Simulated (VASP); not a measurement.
# NaMgF3 (Pm-3m) in VASP: single point with LDA

Aim: the single point of NaMgF3 with LDA.

All numbers are computed with VASP 6.6.1; they aren't measurements. Logs are shortened: lines on timing, memory, paths and dates and some standing lists are left out, and cuts for length are marked.

### 1 The crystal as given

The structure is cubic, space group Pm-3m (No. 221). Conventional cell: a = 3.951 Å, b = 3.951 Å, c = 3.951 Å, α = 90.00°, β = 90.00°, γ = 90.00°. Around Na (site symmetry m-3m) lie 12 F at 2.79 Å. Around Mg (site symmetry m-3m) lie 6 F at 1.98 Å. F (site symmetry 4/mmm) has 2 Mg at 1.98 Å as nearest neighbours.

The cell comes from a database or a generator and needn't be the stable form of this composition.

### 2 Single point, LDA

INCAR reads:

```
PREC = Accurate
ENCUT = 520
EDIFF = 1E-6
ISMEAR = 0
SIGMA = 0.1
LREAL = F
LASPH = T
NELM = 80
ALGO = Normal
ISIF = 2
LWAVE = F
LCHARG = F
GGA = CA
NBANDS = 23
```

KPOINTS reads:

```
Automatic mesh
0
Gamma
  4 4 4
```

POSCAR reads:

```
NaMgF3
1.0
    3.9508390000      0.0000000000      0.0000000000
    0.0000000000      3.9508390000      0.0000000000
    0.0000000000      0.0000000000      3.9508390000
Na Mg F
1 1 3
Direct
    0.0000000000      0.0000000000      0.0000000000
    0.5000000000      0.5000000000      0.5000000000
    0.5000000000      0.5000000000      0.0000000000
    0.5000000000      0.0000000000      0.5000000000
    0.0000000000      0.5000000000      0.5000000000
```

Potentials or basis: VASP PAW LDA potentials, release 64 (Na_pv, Mg, F).

The run is started by

```bash
$ cat potpaw_LDA.64/Na_pv/POTCAR potpaw_LDA.64/Mg/POTCAR potpaw_LDA.64/F/POTCAR > POTCAR
$ mpirun -np 1 vasp_std > vasp.out
```

OUTCAR:

```text
PREC = Accurate
   ENCUT = 520
   EDIFF = 1E-6
   ISMEAR = 0
   LREAL = F
   LASPH = T
   NELM = 80
   ISIF = 2
   GGA = CA

 ion  position               nearest neighbor table
   1  0.000  0.000  0.000-
   2  0.500  0.500  0.500-   3 1.98   4 1.98   5 1.98   3 1.98   4 1.98   5 1.98
   3  0.500  0.500  0.000-   2 1.98   2 1.98
   4  0.500  0.000  0.500-   2 1.98   2 1.98
   5  0.000  0.500  0.500-   2 1.98   2 1.98

  LATTYP: Found a simple cubic cell.
 ALAT       =     3.9508390000

  Lattice vectors:

 A1 = (   3.9508390000,   0.0000000000,   0.0000000000)
 A2 = (   0.0000000000,   3.9508390000,   0.0000000000)
 A3 = (   0.0000000000,   0.0000000000,   3.9508390000)

Analysis of symmetry for initial positions (statically):
=====================================================================
 Subroutine PRICEL returns:
 Original cell was already a primitive cell.

 Routine SETGRP: Setting up the symmetry group for a
 simple cubic supercell.

 Subroutine GETGRP returns: Found 48 space group operations
 (whereof 48 operations were pure point group operations)
 out of a pool of 48 trial point group operations.

The static configuration has the point symmetry O_h .

Analysis of symmetry for dynamics (positions and initial velocities):
=====================================================================
 Subroutine PRICEL returns:
 Original cell was already a primitive cell.

 Routine SETGRP: Setting up the symmetry group for a
 simple cubic supercell.

 Subroutine GETGRP returns: Found 48 space group operations
 (whereof 48 operations were pure point group operations)
 out of a pool of 48 trial point group operations.

The dynamic configuration has the point symmetry O_h .

 Subroutine INISYM returns: Found 48 space group operations
 (whereof 48 operations are pure point group operations),
 and found     1 'primitive' translations

----------------------------------------------------------------------------------------

                                     Primitive cell

  volume of cell :      61.6692

  direct lattice vectors                    reciprocal lattice vectors
     3.950839000  0.000000000  0.000000000     0.253110795  0.000000000  0.000000000
     0.000000000  3.950839000  0.000000000     0.000000000  0.253110795  0.000000000
     0.000000000  0.000000000  3.950839000     0.000000000  0.000000000  0.253110795

  length of vectors
     3.950839000  3.950839000  3.950839000     0.253110795  0.253110795  0.253110795

  position of ions in fractional coordinates (direct lattice)
     0.000000000  0.000000000  0.000000000
     0.500000000  0.500000000  0.500000000
     0.500000000  0.500000000  0.000000000
     0.500000000  0.000000000  0.500000000
     0.000000000  0.500000000  0.500000000

  ion indices of the primitive-cell ions
   primitive index   ion index
                 1           1
                 2           2
                 3           3
                 4           4
                 5           5

----------------------------------------------------------------------------------------

 KPOINTS: Automatic mesh

Automatic generation of k-mesh.
 Grid dimensions read from file:
 generate k-points for:    4    4    4

 Generating k-lattice:

  Cartesian coordinates                     Fractional coordinates (reciprocal lattice)
     0.063277699  0.000000000  0.000000000     0.250000000  0.000000000  0.000000000
     0.000000000  0.063277699  0.000000000     0.000000000  0.250000000  0.000000000
     0.000000000  0.000000000  0.063277699     0.000000000  0.000000000  0.250000000

  Length of vectors
     0.063277699  0.063277699  0.063277699

  Shift w.r.t. Gamma in fractional coordinates (k-lattice)
     0.000000000  0.000000000  0.000000000

 Subroutine IBZKPT returns following result:
 ===========================================

 Found     10 irreducible k-points:

 Following reciprocal coordinates:
            Coordinates               Weight
  0.000000  0.000000  0.000000      1.000000
  0.250000  0.000000  0.000000      6.000000
  0.500000  0.000000  0.000000      3.000000
  0.250000  0.250000  0.000000     12.000000
  0.500000  0.250000  0.000000     12.000000
  0.500000  0.500000  0.000000      3.000000
  0.250000  0.250000  0.250000      8.000000
  0.500000  0.250000  0.250000     12.000000
  0.500000  0.500000  0.250000      6.000000
  0.500000  0.500000  0.500000      1.000000
   k-points           NKPTS =     10   k-points in BZ     NKDIM =     10   number of bands    NBANDS=     23
   number of dos      NEDOS =    301   number of ions     NIONS =      5
   total plane-waves  NPLWV =  27000
   dimension x,y,z NGX =    30 NGY =   30 NGZ =   30
   dimension x,y,z NGXF=    60 NGYF=   60 NGZF=   60
   ions per type =               1   1   3
   NGX,Y,Z   is equivalent  to a cutoff of  12.62, 12.62, 12.62 a.u.
   NGXF,Y,Z  is equivalent  to a cutoff of  25.25, 25.25, 25.25 a.u.
 SYSTEM =  unknown system
   PREC   = accura    normal or accurate (medium, high low for compatibility)
   ISTART =      0    job   : 0-new  1-cont  2-samecut
   ICHARG =      2    charge: 1-file 2-atom 10-const
   ISPIN  =      1    spin polarized calculation?
   LNONCOLLINEAR =      F non collinear calculations
   LSORBIT =      F    spin-orbit coupling
   LASPH  =      T    aspherical Exc in radial PAW
   ENCUT  =  520.0 eV  38.22 Ry    6.18 a.u.   7.35  7.35  7.35*2*pi/ulx,y,z
   NELM   =     80;   NELMIN=  2; NELMDL= -5     # of ELM steps
   EDIFF  = 0.1E-05   stopping-criterion for ELM
   LREAL  =      F    real-space projection
[... 7 lines left out ...]
   TEBEG  =    0.0;   TEEND  =   0.0 temperature during run
   PSTRESS=    0.0 pullay stress
   NELECT =      30.0000    total number of electrons
   NUPDOWN=      -1.0000    fix difference up-down
   EMIN   =  10.00;   EMAX   =-10.00  energy-range for DOS
   EFERMI =   0.00;   METHOD = LEGACY
   ISMEAR =     0;   SIGMA  =   0.10  broadening in eV -4-tet -1-fermi 0-gaus
   EFERMI_NEDOS =   21; number of points for ismear=-14 and -15
   IALGO  =     38    algorithm
   IMIX   =      4    mixing-type and parameters
     AMIX     =   0.40;   BMIX     =  1.00
     AMIX_MAG =   1.60;   BMIX_MAG =  1.00
  volume/ion in A,a.u.               =      12.33        83.23
  Fermi-wavevector in a.u.,A,eV,Ry     =   1.287536  2.433090 22.555030  1.657748
  Thomas-Fermi vector in A             =   2.419544
   LORBIT       =      0    0 simple, 1 ext, 2 COOP (PROOUT), +10 PAW based schemes
   GGA     = CA    functional components
   LHFCALC =     F    Hartree Fock is set to
   AEXX    =    0.0000 exact exchange contribution
   IVDW    =     0    specifies the selected vdW correction
   LEPSILON=     F    determine dielectric tensor
   LRPA    =     F    only Hartree local field effects (RPA)
 non-spin polarized calculation
 Gauss-broadening in eV      SIGMA  =   0.10
  energy-cutoff  :      520.00
  volume of cell :       61.67
 maximum number of plane-waves:      1674
 NGX is ok and might be reduce to    30
   NGX = 15   NGY = 15   NGZ = 15

 number of electron      29.9999968 magnetization

 Free energy of the ion-electron system (eV)
  ---------------------------------------------------
  ext. energy  EPLUGINS =         0.00000000
  ---------------------------------------------------
  free energy    TOTEN  =       -26.60015900 eV

  energy without entropy =      -26.60015900  energy(sigma->0) =      -26.60015900

 E-fermi :  -1.5447     XC(G=0):  -9.8803

 val. band max:       -2.0491759011   @ k =   0.5000   0.5000   0.5000
 cond. band min:       3.5592356451   @ k =   0.0000   0.0000   0.0000
 fundamental gap:      5.6084115462
 Fermi energy:        -1.5446856510

 k-point     1 :       0.0000    0.0000    0.0000
  band No.  band energies     occupation
      1     -22.1093      2.00000
      2     -22.1093      2.00000
      3     -22.1093      2.00000
      4     -21.9328      2.00000
      5     -21.1281      2.00000
      6     -21.1281      2.00000
[... 15 lines left out ...]
     22      12.9199      0.00000
     23      13.7369      0.00000

 k-point     2 :       0.2500    0.0000    0.0000
  band No.  band energies     occupation
      1     -22.1817      2.00000
      2     -22.1085      2.00000
      3     -22.1085      2.00000
      4     -21.7645      2.00000
      5     -21.2058      2.00000
      6     -21.1241      2.00000
[... 15 lines left out ...]
     22      13.9995      0.00000
     23      13.9995      0.00000

 k-point     3 :       0.5000    0.0000    0.0000
  band No.  band energies     occupation
      1     -22.2224      2.00000
      2     -22.1077      2.00000
      3     -22.1077      2.00000
      4     -21.5539      2.00000
      5     -21.3567      2.00000
      6     -21.1193      2.00000
[... 15 lines left out ...]
     22      14.1515      0.00000
     23      14.1515      0.00000

 k-point     4 :       0.2500    0.2500    0.0000
  band No.  band energies     occupation
      1     -22.1771      2.00000
      2     -22.1306      2.00000
      3     -22.1077      2.00000
      4     -21.6595      2.00000
      5     -21.2183      2.00000
      6     -21.1721      2.00000
[... 15 lines left out ...]
     22      14.2521      0.00000
     23      14.2672      0.00000

 k-point     5 :       0.5000    0.2500    0.0000
  band No.  band energies     occupation
      1     -22.1886      2.00000
      2     -22.1320      2.00000
      3     -22.1070      2.00000
      4     -21.5004      2.00000
      5     -21.3283      2.00000
      6     -21.1827      2.00000
[... 15 lines left out ...]
     22      14.2566      0.00000
     23      14.2892      0.00000

 k-point     6 :       0.5000    0.5000    0.0000
  band No.  band energies     occupation
      1     -22.1548      2.00000
      2     -22.1548      2.00000
      3     -22.1063      2.00000
      4     -21.3913      2.00000
      5     -21.3013      2.00000
      6     -21.3013      2.00000
[... 15 lines left out ...]
     22      14.7279      0.00000
     23      14.7279      0.00000

 k-point     7 :       0.2500    0.2500    0.2500
  band No.  band energies     occupation
      1     -22.1677      2.00000
      2     -22.1219      2.00000
      3     -22.1219      2.00000
      4     -21.5812      2.00000
      5     -21.2222      2.00000
      6     -21.2222      2.00000
[... 15 lines left out ...]
     22      13.1644      0.00000
     23      15.0194      0.00000

 k-point     8 :       0.5000    0.2500    0.2500
  band No.  band energies     occupation
      1     -22.1629      2.00000
      2     -22.1312      2.00000
      3     -22.1131      2.00000
      4     -21.4533      2.00000
      5     -21.3217      2.00000
      6     -21.2264      2.00000
[... 15 lines left out ...]
     22      13.7892      0.00000
     23      14.2657      0.00000

 k-point     9 :       0.5000    0.5000    0.2500
  band No.  band energies     occupation
      1     -22.1370      2.00000
      2     -22.1370      2.00000
      3     -22.1124      2.00000
      4     -21.3605      2.00000
      5     -21.3150      2.00000
      6     -21.3150      2.00000
[... 15 lines left out ...]
     22      12.4927      0.00000
     23      13.6955      0.00000

 k-point    10 :       0.5000    0.5000    0.5000
  band No.  band energies     occupation
      1     -22.1185      2.00000
      2     -22.1185      2.00000
      3     -22.1185      2.00000
      4     -21.3292      2.00000
      5     -21.3292      2.00000
      6     -21.3292      2.00000
[... 15 lines left out ...]
     22      10.6797      0.00000
     23      13.2468      0.00000

------------------------ aborting loop because EDIFF is reached ----------------------------------------

  FORCE on cell =-STRESS in cart. coord.  units (eV):
  Direction    XX          YY          ZZ          XY          YZ          ZX
  --------------------------------------------------------------------------------------
  -------------------------------------------------------------------------------------
  Total       -2.8501372     -2.8501372     -2.8501372      0.0000000      0.0000000     -0.0000000
  in kB      -74.0471498    -74.0471498    -74.0471498      0.0000000      0.0000000     -0.0000000
  external PRESSURE =     -74.0471498 kB  Pullay stress =       0.0000000 kB

 VOLUME and BASIS-vectors are now :
 -----------------------------------------------------------------------------
  energy-cutoff  :      520.00
  volume of cell :       61.67
      direct lattice vectors                 reciprocal lattice vectors
     3.950839000  0.000000000  0.000000000     0.253110795  0.000000000  0.000000000
     0.000000000  3.950839000  0.000000000     0.000000000  0.253110795  0.000000000
     0.000000000  0.000000000  3.950839000     0.000000000  0.000000000  0.253110795

 POSITION                                       TOTAL-FORCE (eV/Angst)
 -----------------------------------------------------------------------------------
      0.00000      0.00000      0.00000         0.000000      0.000000      0.000000
      1.97542      1.97542      1.97542         0.000000      0.000000      0.000000
      1.97542      1.97542      0.00000         0.000000      0.000000      0.000000
      1.97542      0.00000      1.97542         0.000000      0.000000      0.000000
      0.00000      1.97542      1.97542         0.000000      0.000000      0.000000
 -----------------------------------------------------------------------------------
    total drift:                                0.000000      0.000000     -0.000000

  FREE ENERGIE OF THE ION-ELECTRON SYSTEM (eV)
  ---------------------------------------------------
  free  energy   TOTEN  =       -26.6001590003 eV

  energy  without entropy=      -26.6001590003  energy(sigma->0) =      -26.60015900
```

It took 10 s on 1 thread of Intel Xeon Platinum 8488C (Sapphire Rapids), shared host; peak memory 0.14 GiB.

Results:

```
Free energy            : -26.6002 eV
Pressure               : -7.4 GPa
Band gap on the k mesh : 5.61 eV, indirect (least direct gap 6.06 eV)
```

Levels at points of the mesh, in eV from the valence-band top:
```
           k point  band 12  band 13  band 14  band 15  band 16  band 17  band 18  band 19
(0.00, 0.00, 0.00)    -0.65    -0.45    -0.45    -0.45     5.61    12.85    13.10    13.10
(0.50, 0.00, 0.00)    -1.05    -0.86    -0.53    -0.53     8.56     8.95    14.40    14.40
(0.50, 0.50, 0.00)    -1.19    -1.04    -1.04    -0.01    10.13    10.72    10.72    12.62
(0.50, 0.50, 0.50)    -1.18     0.00     0.00     0.00     9.92    12.43    12.43    12.43
```

A k mesh can miss the band edges.
